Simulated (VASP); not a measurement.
**Quasiparticle energies of BAs in VASP**

How does the gap of BAs change from the starting functional to GW? The cell is of the zinc-blende type, one of the forms listed for this formula. The start is a cell from a database of measured crystal structures.

Calculated with VASP 6.6.1; PBE; plane waves and PAW (As_GW, B_GW), in the first sound run; inputs show where later runs differ.

Most raw output is cut from this account.

**1. Starting point**

The structure is cubic, space group F-43m (No. 216). The conventional cell has a = 4.777 Å, b = 4.777 Å, c = 4.777 Å, α = 90.00°, β = 90.00°, γ = 90.00°. As has 4 B at 2.07 Å nearest. Nearest to B lie 4 As at 2.07 Å. Farther neighbours are not listed.

**2. Empty bands, functional PBE**

The next step needs empty bands that the ground-state run didn't converge, so the Hamiltonian is diagonalised exactly for NBANDS bands, in a single step. LOPTICS writes the k-derivatives of the orbitals (WAVEDER), which give the long-wavelength limit of the screening.

INCAR reads:

```
SYSTEM = BAs
PREC = Accurate
ENCUT = 340
ISMEAR = 0
SIGMA = 0.01
LREAL = .FALSE.
GGA = PE
NBANDS = 176
ALGO = Exact
NELM = 1
LWAVE = .TRUE.
LCHARG = .FALSE.
LOPTICS = .TRUE.
NEDOS = 1000
CSHIFT = 0.1
```

POSCAR reads:

```
BAs
1.0
    0.0000000000      2.3885000000      2.3885000000
    2.3885000000      0.0000000000      2.3885000000
    2.3885000000      2.3885000000      0.0000000000
As B
1 1
Direct
    0.7500000000      0.7500000000      0.7500000000
    0.0000000000      0.0000000000      0.0000000000
```

KPOINTS reads:

```
Automatic mesh
0
Gamma
6 6 6
0 0 0
```

PAW data sets: As_GW and B_GW (PBE family, release 64).

The run is started by

```console
$ mpirun -np 8 vasp_std
```

It took 1.8 s on 8 MPI ranks of AMD EPYC 9R45, shared host; peak memory 0.74 GiB.

The gap is read on the k-mesh alone, so it is an upper bound where the band edges lie off the mesh.

A gap read on the k-mesh alone can miss the band edges.

This step gave:

| Quantity | Value |
| --- | --- |
| gap on the k-mesh | 1.265 eV |
| least direct gap on the k-mesh | 3.266 eV |

WAVECAR now holds 176 bands for 8 electrons. Its independent-particle dielectric tensor has xx, yy, zz = 11.6, 11.6, 11.6 on this mesh, which isn't tested for convergence in mesh or bands and lacks local fields.

**3. evGW0**

This step: evGW0 on PBE; plane waves and PAW (As_GW, B_GW) (VASP 6.6.1).

The lowest NBANDSGW levels in G are updated for four passes while W stays fixed, so the result depends less on the starting levels.

INCAR reads:

```
SYSTEM = BAs
PREC = Accurate
ENCUT = 340
ISMEAR = 0
SIGMA = 0.01
LREAL = .FALSE.
GGA = PE
NBANDS = 176
ALGO = EVGW0
NELMGW = 4
ENCUTGW = 200
NOMEGA = 64
PRECFOCK = Fast
NBANDSGW = 16
LWAVE = .FALSE.
LCHARG = .FALSE.
```

POSCAR is that of step 2.

KPOINTS is that of step 2.

The run is started by

```console
$ mpirun -np 8 vasp_std
```

Wall time 3.4 min (8 MPI ranks); peak memory 1.8 GiB.

This step gave:

```
quasiparticle gap on the mesh                 : 1.997 eV
smallest direct quasiparticle gap on the mesh : 4.226 eV
gap of the starting orbitals on the mesh      : 1.265 eV
```

QP gap by iteration, by row:

| iteration | gap (eV) | direct gap (eV) |
| --- | --- | --- |
| 1 | 1.906 | 4.114 |
| 2 | 1.984 | 4.211 |
| 3 | 1.995 | 4.224 |
| 4 | 1.997 | 4.226 |

GW takes the gap from 1.265 to 1.997 eV. Spin-orbit coupling is left out. The value holds for 176 bands, ENCUTGW = 200 eV and this mesh, and isn't shown to be converged in them.

**4. evGW**

This step: evGW on PBE; plane waves and PAW (As_GW, B_GW) (VASP 6.6.1).

The levels are updated in both G and W; wider gaps weaken the screening and open the gap further.

INCAR: that of step 3 with these lines changed.

```diff
@@ -8,3 +8,3 @@
 NBANDS = 176
-ALGO = EVGW0
+ALGO = EVGW
 NELMGW = 4
```

POSCAR is that of step 3.

KPOINTS is that of step 3.

The run is started by

```console
$ mpirun -np 8 vasp_std
```

The job ended after 3.6 min (8 MPI ranks; peak memory 1.8 GiB; 28 min of CPU time).

Numbers from this step:

| Quantity | Value |
| --- | --- |
| quasiparticle gap on the mesh | 2.099 eV |
| smallest direct quasiparticle gap on the mesh | 4.347 eV |

QP gap by iteration, by row:

| iteration | gap (eV) | direct gap (eV) |
| --- | --- | --- |
| 1 | 1.906 | 4.114 |
| 2 | 2.052 | 4.29 |
| 3 | 2.089 | 4.335 |
| 4 | 2.099 | 4.347 |

GW takes the gap from 1.265 to 2.099 eV. That is +102 meV against evGW0 on PBE. The last pass still moved it by +10 meV. Spin-orbit coupling is left out. The value holds for 176 bands, ENCUTGW = 200 eV and this mesh, and isn't shown to be converged in them.

**5. QPGW0**

This step: QPGW0 on PBE; plane waves and PAW (As_GW, B_GW) (VASP 6.6.1).

Here the orbitals are updated too, by diagonalising a Hermitian self-energy in the bands up to NBANDSGW.

INCAR: that of step 4 with these lines changed.

```diff
@@ -8,3 +8,3 @@
 NBANDS = 176
-ALGO = EVGW
+ALGO = QPGW0
 NELMGW = 4
@@ -13,3 +13,3 @@
 PRECFOCK = Fast
-NBANDSGW = 16
+NBANDSGW = 24
 LWAVE = .FALSE.
```

POSCAR is that of step 4.

KPOINTS is that of step 4.

The run is started by

```console
$ mpirun -np 8 vasp_std
```

Elapsed: 11 min, on 8 MPI ranks; peak memory 2.8 GiB.

Numbers from this step:

- quasiparticle gap on the mesh: 2.043 eV
- smallest direct quasiparticle gap on the mesh: 4.263 eV

QP gap by iteration, by row:

| iteration | gap (eV) | direct gap (eV) |
| --- | --- | --- |
| 1 | 1.908 | 4.131 |
| 2 | 1.993 | 4.224 |
| 3 | 2.023 | 4.248 |
| 4 | 2.043 | 4.263 |

GW takes the gap from 1.265 to 2.043 eV. That is +46 meV against evGW0 on PBE. The last pass still moved it by +20 meV. Spin-orbit coupling is left out. The value holds for 176 bands, ENCUTGW = 200 eV and this mesh, and isn't shown to be converged in them.

**6. Orbitals for another starting point**

This step: PBE; plane waves and PAW (As_GW, B_GW) (VASP 6.6.1).

A hybrid converges faster from good orbitals, so a cheap PBE run writes WAVECAR first.

INCAR reads:

```
SYSTEM = BAs
PREC = Accurate
ENCUT = 340
EDIFF = 1E-05
NELM = 100
ISMEAR = 0
SIGMA = 0.01
LREAL = .FALSE.
ALGO = Normal
GGA = PE
NBANDS = 10
LORBIT = 11
LWAVE = .TRUE.
LCHARG = .FALSE.
KPAR = 8
```

POSCAR is that of step 5.

KPOINTS is that of step 5.

The run is started by

```console
$ mpirun -np 8 vasp_std
```

Elapsed: 1.2 s, on 8 MPI ranks; peak memory 0.79 GiB; 4.5 s of CPU time.

This step gave:

| Quantity | Value |
| --- | --- |
| free energy (TOTEN) | -11.38 eV |
| Fermi energy | 6.289 eV |
| pressure | 2.943 GPa |
| gap on the k-mesh | 1.264 eV |

The run ends at a pressure of 2.94 GPa.

**7. Another starting point**

This step: HSE06; plane waves and PAW (As_GW, B_GW) (VASP 6.6.1).

To see how much the result owes to its start, the ground state is made again with HSE06. A small SIGMA keeps every occupation at zero or full.

INCAR reads:

```
SYSTEM = BAs
PREC = Accurate
ENCUT = 340
EDIFF = 1E-08
NELM = 100
ISMEAR = 0
SIGMA = 0.01
LREAL = .FALSE.
ALGO = Normal
LHFCALC = .TRUE.
AEXX = 0.25
GGA = PE
HFSCREEN = 0.2
LASPH = .TRUE.
NBANDS = 10
PRECFOCK = Fast
LORBIT = 11
LWAVE = .TRUE.
LCHARG = .FALSE.
KPAR = 8
```

POSCAR is that of step 6.

KPOINTS is that of step 6.

The WAVECAR or CHGCAR of an earlier step is read.

The run is started by

```console
$ mpirun -np 8 vasp_std
```

It took 23 s on 8 MPI ranks; peak memory 1.6 GiB.

The PAW data sets were made with PBE, which is usual practice but a small mismatch for other functionals.

This step gave:

* free energy (TOTEN): -13.24 eV
* Fermi energy: 5.796 eV
* gap on the k-mesh: 1.951 eV
* least direct gap on the k-mesh: 4.129 eV

**8. Empty bands, functional HSE06**

INCAR reads:

```
SYSTEM = BAs
PREC = Accurate
ENCUT = 340
ISMEAR = 0
SIGMA = 0.01
LREAL = .FALSE.
LHFCALC = .TRUE.
AEXX = 0.25
GGA = PE
HFSCREEN = 0.2
LASPH = .TRUE.
NBANDS = 176
PRECFOCK = Fast
ALGO = Exact
NELM = 1
LWAVE = .TRUE.
LCHARG = .FALSE.
LOPTICS = .TRUE.
NEDOS = 1000
CSHIFT = 0.1
```

POSCAR is that of step 7.

KPOINTS is that of step 7.

The WAVECAR or CHGCAR of an earlier step is read.

The run is started by

```console
$ mpirun -np 8 vasp_std
```

Elapsed: 94 s, on 8 MPI ranks; peak memory 1.7 GiB.

**9. G0W0**

This step: G0W0 on HSE06; plane waves and PAW (As_GW, B_GW) (VASP 6.6.1).

One pass of GW corrects the levels to first order, with G and W from the starting orbitals.

INCAR reads:

```
SYSTEM = BAs
PREC = Accurate
ENCUT = 340
ISMEAR = 0
SIGMA = 0.01
LREAL = .FALSE.
LHFCALC = .TRUE.
AEXX = 0.25
GGA = PE
HFSCREEN = 0.2
LASPH = .TRUE.
NBANDS = 176
PRECFOCK = Fast
ALGO = EVGW0
NELMGW = 1
ENCUTGW = 200
NOMEGA = 64
NBANDSGW = 16
LWAVE = .FALSE.
LCHARG = .FALSE.
```

POSCAR is that of step 8.

KPOINTS is that of step 8.

The WAVECAR or CHGCAR of an earlier step is read.

The run is started by

```console
$ mpirun -np 8 vasp_std
```

It took 59 s on 8 MPI ranks; peak memory 2.4 GiB.

Numbers from this step:

* quasiparticle gap on the mesh: 2.201 eV
* smallest direct quasiparticle gap on the mesh: 4.466 eV
* gap of the starting orbitals on the mesh: 1.951 eV

GW takes the gap from 1.951 to 2.201 eV. That is +294 meV against the one-shot pass on PBE. Spin-orbit coupling is left out. The value holds for 176 bands, ENCUTGW = 200 eV and this mesh, and isn't shown to be converged in them.

**10. Summary**

This step: GW series: evGW0 on PBE, evGW on PBE, QPGW0 on PBE, G0W0 on HSE06; plane waves and PAW (VASP 6.6.1).

Derived from the runs above.

Cost is wall time times ranks on a shared host, with the step that makes the empty bands. GW runs:

| level | bands | ENCUTGW (eV) | NOMEGA | k mesh | starting gap (eV) | quasiparticle gap (eV) | direct gap (eV) | cost (core minutes) |
| --- | --- | --- | --- | --- | --- | --- | --- | --- |
| evGW0 on PBE | 176 | 200 | 64 | 6x6x6 | 1.265 | 1.997 | 4.226 | 27.57 |
| evGW on PBE | 176 | 200 | 64 | 6x6x6 | 1.265 | 2.099 | 4.347 | 28.65 |
| QPGW0 on PBE | 176 | 200 | 64 | 6x6x6 | 1.265 | 2.043 | 4.263 | 86.52 |
| G0W0 on HSE06 | 176 | 200 | 64 | 6x6x6 | 1.951 | 2.201 | 4.466 | 20.4 |

**11. Results**

| Property | Result |
| --- | --- |
| evGW0 on PBE, 176 bands, ENCUTGW 200 eV, NOMEGA 64, mesh 6×6×6 | 1.265 → 1.997 eV |
| evGW on PBE, 176 bands, ENCUTGW 200 eV, NOMEGA 64, mesh 6×6×6 | 1.265 → 2.099 eV |
| QPGW0 on PBE, 176 bands, ENCUTGW 200 eV, NOMEGA 64, mesh 6×6×6 | 1.265 → 2.043 eV |
| G0W0 on HSE06, 176 bands, ENCUTGW 200 eV, NOMEGA 64, mesh 6×6×6 | 1.951 → 2.201 eV |

**Reading.** evGW0 gives a quasiparticle gap of 1.997 eV on the mesh, 0.73 eV over the PBE gap on the same mesh. Over the final values of the levels run here the gap spans 2.00 to 2.20 eV. In evGW0 the first pass, which is the one-shot result, gives 1.906 eV and pass 4 gives 1.997 eV; the last pass changed the gap by +2 meV, so the loop is converged. In evGW the first pass, which is the one-shot result, gives 1.906 eV and pass 4 gives 2.099 eV; the last pass changed the gap by +10 meV, so more passes would move it further. In QPGW0 the first pass gives 1.908 eV and pass 4 gives 2.043 eV; the last pass changed the gap by +20 meV, so more passes would move it further. One-shot gaps: 1.906 eV from PBE and 2.201 eV from HSE06. The starting gaps span 0.69 eV and the one-shot gaps 0.29 eV. Bands, response cutoff and mesh weren't tested for convergence, and band edges off the mesh aren't seen. Spin-orbit coupling is left out; with As in the cell it can split or shift band edges, by an amount that depends on which atoms form them and isn't tested here. Not tabulated here, as repeats of values shown or as unfit to read for their mesh, reference level or band range: eps2 curves (empty bands); eps1 curves and static values (empty bands); gaps (empty bands).

[Lines on the potential files, build, host, timing and source positions are cut from VASP's logs without a mark.]

[Logs are printed without paths, hosts, clocks, repeated set-up lines and the standing remarks that a program may print on its own settings, such as how far it seeks lower states.]

[Hosts, paths, dates, database ids (printed as entryN), source tags and the programs' standing remarks are cut or masked in the printed files.]

[Pressures printed for these runs are not shown converged in the cutoff: they can be off by several GPa and have the wrong sign.]
